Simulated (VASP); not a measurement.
Energy against volume of SnO$_{2}$ (rutile). Computed with optB88-vdW, VASP's PBE PAW potentials (set 64) (plane waves; VASP). Numerical set-up: 520 eV cut-off, 5×5×7 Γ-centred mesh, Gaussian smearing of 0.050 eV, potentials Sn_d O.

Shape and ions are relaxed at each volume.

```tsv
V (Å³/atom)	E (eV/atom)
11.729	-4.08865
12.104	-4.11117
12.478	-4.11865
12.852	-4.11363
```

### Question
Fit these four points and predict the energy of the run at 13.227 Å³/atom.

### Answer
A cubic in V^(−2/3), the third-order Birch-Murnaghan form, passes through the four points with V0 = 12.50 Å³/atom and B0 = 176 GPa, and gives -4.0981 eV/atom there. The run gave -4.0984 eV/atom, -0.3 meV/atom from the fit; all five points give B0 = 175 GPa.

The compound is SnO2 in the rutile structure. It was relaxed first.
